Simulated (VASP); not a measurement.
An input for Quantum ESPRESSO's pw.x (written as the equivalent of a VASP run, and not itself run):

```
&CONTROL
  calculation = 'scf'
  pseudo_dir = './pseudo'
  outdir = './out'
  tprnfor = .true.
  tstress = .true.
/
&SYSTEM
  ibrav = 0
  nat = 2
  ntyp = 2
  ecutwfc = 68
  occupations = 'smearing'
  smearing = 'gaussian'
  degauss = 0.003675
  input_dft = 'vdw-df-obk8'
/
&ELECTRONS
  conv_thr = 7.3e-09
  electron_maxstep = 100
/
ATOMIC_SPECIES
  Ca 40.078 Ca.upf
  S 32.060 S.upf
CELL_PARAMETERS angstrom
     0.0000000    2.7830894    2.7830894
     2.7830894    0.0000000    2.7830894
     2.7830894    2.7830894    0.0000000
ATOMIC_POSITIONS crystal
  Ca   0.0000000  0.0000000  0.0000000
  S    0.5000000  0.5000000  0.5000000
K_POINTS automatic
  8 8 8 0 0 0
```

**Question.** Translate this input to VASP (INCAR, KPOINTS, POSCAR, choice of POTCAR).

**Answer.** One answer among several that fit: 
### INCAR
```
GGA = BO
PARAM2 = 0.22
ISIF = 2   # forces and stress, cell fixed
EDIFF = 1E-7   # SCF stop (eV)
LREAL = .False.
SIGMA = 0.05   # width (eV)
ISMEAR = 0   # Gaussian
LASPH = .True.   # aspherical one-centre terms
SYSTEM = CaS
NELM = 100   # most electronic steps
ENCUT = 520   # plane-wave cut-off (eV)
LWAVE = .False.
PARAM1 = 0.1833333333
LCHARG = .False.
PREC = Accurate
AGGAC = 0.0
ALGO = Normal   # blocked Davidson
LUSE_VDW = .True.
```

KPOINTS:
```
Automatic mesh
0
Gamma
8 8 8
0 0 0
```

**POSCAR**
```
CaS
1.0
  0.0000000000   2.7830894064   2.7830894064
  2.7830894064   0.0000000000   2.7830894064
  2.7830894064   2.7830894064   0.0000000000
Ca S
1 1
Cart
  0.0000000000   0.0000000000   0.0000000000
  2.7830894064   2.7830894064   2.7830894064
```

POTCAR, in this order: Ca_sv S (PBE.64 set). Program: vasp_std.

Limits of the translation: the potentials are each code's own (VASP's PAW set, PseudoDojo norm-conserving files in pw.x), so ENCUT and ecutwfc are chosen apart and not converted; conv_thr bounds pw.x's estimated SCF error, while EDIFF bounds the energy change between steps.

The compound is CaS in the rock salt structure. This cell is one point of a volume scan, at 0.94 of the reference volume.
